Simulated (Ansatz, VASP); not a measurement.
# Cross-check of Al between VASP and Ansatz

Aim: how closely do two programs agree when they are given the same cell, functional and k mesh? The cell is a member of a volume series, scaled by 1.015 from a relaxed one, so a pressure remains.

Calculated with Ansatz 0.2.0; plane waves, with VASP 6.6.1 beside it; single point at PBEsol.

## Step 1: Starting point

Symmetry: Fm-3m, No. 225, cubic system. The conventional cell has a = 4.036 Å, b = 4.036 Å, c = 4.036 Å, α = 90.00°, β = 90.00°, γ = 90.00°. Nearest to Al lie 12 Al at 2.85 Å.

## Step 2: Ansatz: single point, PBEsol, volume scaled by 1.015

Ansatz runs on its default PAW (the set named soft_2) files.

With cell and atoms fixed, the geometry can't cause a difference; cores, projectors, grids and the points listed under the comparison can.

input.yaml

```yaml
crystal:
  lattice:
    - [0.0, 2.0179684, 2.0179684]
    - [2.0179684, 0.0, 2.0179684]
    - [2.0179684, 2.0179684, 0.0]
  atoms:
    - { symbol: Al, position: [0.0, 0.0, 0.0] }
hamiltonian:
  xc: pbesol
  pseudopotentials: { kind: paw }
kpoints:
  mp_grid: { grid: [18, 18, 18] }
scf:
  occupations: { method: methfessel_paxton, width: 0.15 }
  n_extra_bands: 4
output:
  forces: true
  stress: true
  eigenvalues: true
```

On the command line:

```
$ ansatz run input.yaml --threads 2 --pin off --max-ram 4608MiB --backend cpu --events-out ev --progress --plain --runs-dir out
```

Numbers of over 12 decimals in the logs are rounded to 6 here.

Output:

```text
scf.n_extra_bands = 4 over 2 filled bands (N_el = 3.0): the run solves 6 bands
Engine: ansatz 0.2.0, aarch64-unknown-linux-gnu
Pseudopotentials: kind: paw
Pseudopotential: Al, paw, valence charge 3, recommended cutoff 420 eV (normal), Al.paw.azcp
Functional definition: PBEsol
  exchange = pbesol_x
  correlation = pbesol_c
Crystal: 1 atoms, lattice volume = 16.435 Å³
Basis set: ecut = 420 eV, 331 PW (Γ), exchange–correlation on 40×40×40 points (8 copies of the dense FFT grid, shifted against one another)
Bands: 6, of which v1, the nominal top of the filled ones, is band 2 counted from 1 (1 counted from 0)
Symmetry: 48 space group operations
Space group: Fm-3m (ITA 225), of the structure as read, at distance tolerance 2.5e-5 Å
k-points: 195 of 5832
Non-local potential: Al, projectors of the file, l = 0: 2, l = 1: 2, l = 2: 1
PAW form: soft (Blöchl's): semilocal exchange-correlation on the pseudo side does not see the compensation charge
PAW frozen core: Al, regenerated for the run's functional, and the local potential with it (the file was generated under x = pbe(κ = 0.804, μ = 0.219515), c = pbe(β = 0.066725))
PAW one-centre angular grid: Al, 110 points (default); XC on 64 Gauss nodes
Initial density: superposition of atomic densities (neutral atoms: chi_scale 0, normalization atom), corrected by the library's trained network
Initial wavefunctions: pseudopotential atomic-orbital guess
Functional: x = pbesol(κ = 0.804, μ = 0.123457), c = pbesol(β = 0.046)
SCF iter   1: F=—  HF=-524.544694 eV  |F-HF|=—  |Δ(HF+E_count)|=         —  Δρ=6.69e-4  dr2=2.90e-5  ethr=1.77e-3  ⟨swp⟩=4.7  Hψ=9839  notcnv=0
preconditioner: auto → none  [metal: Δε(μ)=0.020 eV  Ē_g=13.202 eV  σ=0.150 eV  W_gap=0.11  n_scr=0 (ndim 8)  ℏωp=15.9 eV  f_vac=0.000  D(μ)=0.58/eV (n_scr^D=0)]
SCF iter   2: F=—  HF=-524.544719 eV  |F-HF|=—  |Δ(HF+E_count)|=   2.42e-5  S|Δr|=    0.00e0  Δρ=3.38e-4  dr2=7.26e-6  ethr=9.66e-7  ⟨swp⟩=1.9  Hψ=2953  notcnv=0
SCF iter   3: F=-524.544724 eV  HF=-524.544724 eV  |F-HF|=1.79e-8  |Δ(HF+E_count)|=   5.88e-6  S|Δr|=    0.00e0  Δρ=1.67e-5  dr2=5.01e-8  ethr=3.33e-9  ⟨swp⟩=4.4  Hψ=5340  notcnv=0
SCF 1 converged in 3 iterations: F = -524.544724 eV  dr2 = 5.01e-8
  greatest PAW one-centre occupation: 0.449 electrons in one spin orbital (limit 2), on the Al atom at site 0 (counted from 0), in its partial waves of l = 0
SCF converged after 3 iterations
Stability not checked: this state was not tested for a lower state beside it, because cold or Methfessel-Paxton smearing, or corrected tetrahedra, fill the levels in a way that the test cannot read (fill_not_monotonic; see scf.lower_state_search)
Free energy (F): -524.544724 eV
Harris-Foulkes:  -524.544724 eV  (|F-HF|=1.79e-8)
Internal energy: -524.543744 eV  (E = F + TS)
E sigma→0 (E₀):  -524.544479 eV
Entropy (-TS):   -0.000980 eV (-0.980 meV/atom)
Fermi energy:    7.913932 eV
--- Per-component energies (eV) ---
  E_band       = 10.487847
  E_kinetic    = 22.884004
  E_local      = 9.823342  (includes V_loc(G=0)·N_el)
  E_nonlocal   = 10.367077
  E_hartree    = 0.104004
  E_xc         = -39.419422
  E_vxc        = -29.179576  (∫ρ·V_xc dr)
  E_paw        = -454.710290  (= ΣΔE_a)
  E_vpaw       = -3.614920  (= ΣTr[D̂ρ^β])
  E_aug_tail   = -0.000003  (compensation charges beyond the density's cutoff)
  E_ewald      = -73.611596
  E_core_change = 0.019139  (= ΣΔE_core)
  E_smearing   = -0.000980  (= −TS)
  E_closure    = -0.000000  (closes the sum)
  Σ components = -524.544724   (vs F -524.544724, Δ=0.00e0)
--- Forces (eV/Å), atoms counted from 1 ---
  atom   1  Al     0.00000000     0.00000000    -0.00000000
  max |Σ_I F_I| component: 3.29e-32 eV/Å
--- Stress (GPa, compression-positive) ---
       -1.207201      -0.000000       0.000000
       -0.000000      -1.207201      -0.000000
       -0.000000      -0.000000      -1.207201
  P = ⅓ Tr σ = -1.2072 GPa (-12.072 kbar)
--- Band table (eV; the first three rows and the last of 195) ---
  k-point 0: bands = ["-3.2239", "20.4598", "20.4598", "20.4598", "22.0518", "22.0518"]
  k-point 1: bands = ["-3.1398", "18.9876", "20.1691", "20.1691", "22.4714", "22.4714"]
  k-point 2: bands = ["-2.8880", "16.7853", "19.6767", "19.6767", "22.6865", "23.3207"]
  k-point 194: bands = ["6.6416", "7.5660", "7.9010", "9.2712", "22.3652", "23.7318"]
```

It took 0.75 s on 2 threads of Arm Neoverse V2, shared host; peak memory 0.26 GiB.

The run ends at a pressure of -1.21 GPa.

## Step 3: VASP: single point, PBEsol, volume scaled by 1.015

The same cell, functional, mesh and smearing now go to VASP, with its own data sets and cutoff.

Lines of VASP's logs that name or quote its potential files are left out, and so is its time.

The input asks for a relaxation, which ended at its first step since no free force or stress exceeded the threshold; so it serves as a single point.

INCAR

```
SYSTEM = Al
PREC = Accurate
ENCUT = 450
EDIFF = 1E-06
NELM = 100
ISMEAR = 1
SIGMA = 0.15
LREAL = .FALSE.
ALGO = Normal
GGA = PS
NBANDS = 7
LORBIT = 11
LWAVE = .FALSE.
LCHARG = .FALSE.
KPAR = 4
IBRION = 2
NSW = 30
ISIF = 4
EDIFFG = -0.01
```

POSCAR

```
Al
1.0
    0.0000000000      2.0179684030      2.0179684030
    2.0179684030      0.0000000000      2.0179684030
    2.0179684030      2.0179684030      0.0000000000
Al
1
Direct
    0.0000000000      0.0000000000      0.0000000000
```

KPOINTS

```
Automatic mesh
0
Gamma
18 18 18
0 0 0
```

Potentials, in the order of the species: Al (PBE family, release 64).

On the command line:

```
$ mpirun -np 4 vasp_std
```

Output:

```text
[banner, memory and clock lines left out]
running    4 mpi-ranks, on    1 nodes
 distrk:  each k-point on    1 cores,    4 groups
 distr:  one band on    1 cores,    1 groups

 POSCAR found type information on POSCAR Al
 POSCAR found :  1 types and       1 ions
|                                                                             |
|               ----> ADVICE to this user running VASP <----                  |
|                                                                             |
|     You enforced a specific xc type in the INCAR file but a different       |
|     [... a line on the potential file left out ...]
|     I HOPE YOU KNOW WHAT YOU ARE DOING!                                     |
|                                                                             |

 LDA part: xc-table for (Slater+PW92), standard interpolation
 POSCAR, INCAR and KPOINTS ok, starting setup
 FFT: planning ... GRIDC
 FFT: planning ... GRID_SOFT
 FFT: planning ... GRID
 WAVECAR not read
 entering main loop
       N       E                     dE             d eps       ncg     rms          rms(c)
DAV:   1    -0.270301793537E+01   -0.27030E+01   -0.79899E+02  2807   0.202E+02
DAV:   2    -0.410803752348E+01   -0.14050E+01   -0.13515E+01  3710   0.204E+01
DAV:   3    -0.411713342496E+01   -0.90959E-02   -0.90874E-02  3829   0.184E+00
DAV:   4    -0.411714817669E+01   -0.14752E-04   -0.14752E-04  4046   0.623E-02
DAV:   5    -0.411714820605E+01   -0.29364E-07   -0.28975E-07  3836   0.179E-03    0.140E+00
DAV:   6    -0.410013026232E+01    0.17018E-01   -0.21918E-03  3598   0.222E-01    0.796E-01
DAV:   7    -0.408864401227E+01    0.11486E-01   -0.59815E-03  3374   0.354E-01    0.167E-01
DAV:   8    -0.408862911783E+01    0.14894E-04   -0.23072E-05  4242   0.369E-02    0.793E-03
DAV:   9    -0.408862839620E+01    0.72163E-06   -0.36430E-07  3605   0.299E-03
   1 F= -.40886284E+01 E0= -.40882963E+01  d E =-.408863E+01
 curvature:   0.00 expect dE= 0.000E+00 dE for cont linesearch  0.000E+00
 trial: gam= 0.00000 g(F)=  0.286E-67 g(S)=  0.163E-32 ort = 0.000E+00 (trialstep = 0.100E+01)
 search vector abs. value=  0.100E-09
 reached required accuracy - stopping structural energy minimisation
```

From OUTCAR (step 3):

```text
ion  position               nearest neighbor table
   1  0.000  0.000  0.000-

  LATTYP: Found a face centered cubic cell.
 ALAT       =     4.0359368060

 Subroutine GETGRP returns: Found 48 space group operations
 (whereof 48 operations were pure point group operations)

The static configuration has the point symmetry O_h .

 Found    195 irreducible k-points:

   k-points           NKPTS =    195   k-points in BZ     NKDIM =    195   number of bands    NBANDS=      7

   dimension x,y,z NGX =    20 NGY =   20 NGZ =   20
   dimension x,y,z NGXF=    40 NGYF=   40 NGZF=   40

   ENCUT  =  450.0 eV  33.07 Ry    5.75 a.u.   4.94  4.94  4.94*2*pi/ulx,y,z

   NELECT =       3.0000    total number of electrons

 k-points in reciprocal lattice and weights: Automatic mesh
   0.00000000  0.00000000  0.00000000       0.000
   0.05555556  0.00000000  0.00000000       0.001
   0.11111111  0.00000000  0.00000000       0.001
   0.16666667  0.00000000  0.00000000       0.001
   0.22222222  0.00000000  0.00000000       0.001
   0.27777778  0.00000000  0.00000000       0.001
   0.33333333  0.00000000  0.00000000       0.001
   0.38888889  0.00000000  0.00000000       0.001
   0.44444444  0.00000000  0.00000000       0.001
[...]
-0.27777778  0.44444444  0.22222222       0.004
  -0.27777778  0.50000000  0.22222222       0.002

 average (electrostatic) potential at core
       1 -72.2710

 E-fermi :   7.9805

 k-point     1 :       0.0000    0.0000    0.0000
  band No.  band energies     occupation
      1      -3.1659      2.00000
      2      20.6086      0.00000
      3      20.6086      0.00000
      4      20.6086      0.00000
      5      22.1291      0.00000
      6      22.1291      0.00000
    ...

 k-point     2 :       0.0556    0.0000    0.0000
  band No.  band energies     occupation
      1      -3.0818      2.00000
      2      19.0988      0.00000
      3      20.3012      0.00000
      4      20.3012      0.00000
      5      22.5675      0.00000
      6      22.5675      0.00000
    ...

 k-point     3 :       0.1111    0.0000    0.0000
  band No.  band energies     occupation
      1      -2.8298      2.00000
      2      16.8769      0.00000
      3      19.7932      0.00000
      4      19.7932      0.00000
      5      22.7690      0.00000
      6      23.4386      0.00000
    ...

  Total       -0.1190395     -0.1190395     -0.1190395     -0.0000000      0.0000000      0.0000000
  in kB      -11.6045530    -11.6045530    -11.6045530     -0.0000000      0.0000000      0.0000000
  external PRESSURE =     -11.6045530 kB  Pullay stress =       0.0000000 kB

  energy-cutoff  :      450.00
  volume of cell :       16.44
      direct lattice vectors                 reciprocal lattice vectors
     0.000000000  2.017968403  2.017968403    -0.247773949  0.247773949  0.247773949
     2.017968403  0.000000000  2.017968403     0.247773949 -0.247773949  0.247773949
     2.017968403  2.017968403  0.000000000     0.247773949  0.247773949 -0.247773949

 POSITION                                       TOTAL-FORCE (eV/Angst)
 -----------------------------------------------------------------------------------
      0.00000      0.00000      0.00000         0.000000      0.000000      0.000000
 -----------------------------------------------------------------------------------
    total drift:                               -0.000000     -0.000000     -0.000000

  FREE ENERGIE OF THE ION-ELECTRON SYSTEM (eV)
  ---------------------------------------------------
  free  energy   TOTEN  =        -4.0886283962 eV

  energy  without entropy=       -4.0876320784  energy(sigma->0) =       -4.08829629

 reached required accuracy - stopping structural energy minimisation

 total charge
# of ion       s       p       d       tot
------------------------------------------
    1        0.429   0.341   0.000   0.770

[... 3 further parts left out ...]
```

CONTCAR:

```
Al
   1.00000000000000
     0.0000000000000000    2.0179684029999998    2.0179684029999998
     2.0179684029999998    0.0000000000000000    2.0179684029999998
     2.0179684029999998    2.0179684029999998    0.0000000000000000
  Al
     1
Direct
     0.0000000000000000    0.0000000000000000    0.0000000000000000
```

## Step 4: Comparison

Known differences besides the potentials themselves: the cutoff is 420 eV in Ansatz and 450 eV in VASP; Ansatz makes its cores anew for this functional, VASP keeps those of its PBE data sets; VASP leaves aspherical gradient terms in its spheres out (LASPH is not set), Ansatz keeps them. Total energies have different zeros and are not compared.

Compared:

```
                                        quantity  Ansatz   VASP  difference
                                  pressure (GPa)   -1.21  -1.16       -0.05
pressure without Ansatz's Pulay correction (GPa)   -1.27  -1.16       -0.11
```

Ansatz's pressure holds a Pulay correction of 0.07 GPa; VASP's holds none.

## Step 5: Other set-ups

Further runs change the set-up of one program: Ansatz's method, potentials or start, or VASP's data sets, cutoff or form of LDA. The table gives Ansatz less VASP for each quantity, since a change that brings one quantity closer may part another.

```
                              run  pressure (GPa)
                         as above          -0.047
Ansatz's all-electron LAPW method          -0.046
```

## Step 6: Results

```yaml
difference_in_pressure_single_point_pbesol_volume_scaled_by_1p015: -0.047 GPa
```

The difference in pressure is -0.047 GPa (single point, PBEsol, volume scaled by 1.015), within the 1 GPa picked in this series as the mark of a large difference. For single point, PBEsol, volume scaled by 1.015, no further run moves any of the tabulated differences by more than a quarter of its size. Such differences can come from data sets, numerical settings and the points named under the comparisons, not from the functional's error against experiment.

[Lines on the potential files, build, host, timing and source positions are cut from VASP's logs without a mark.]

[Logs are printed without paths, hosts, clocks, repeated set-up lines and the standing remarks that a program may print on its own settings, such as how far it seeks lower states.]

[Hosts, paths, dates, database ids (printed as entryN), source tags and the programs' standing remarks are cut or masked in the printed files.]
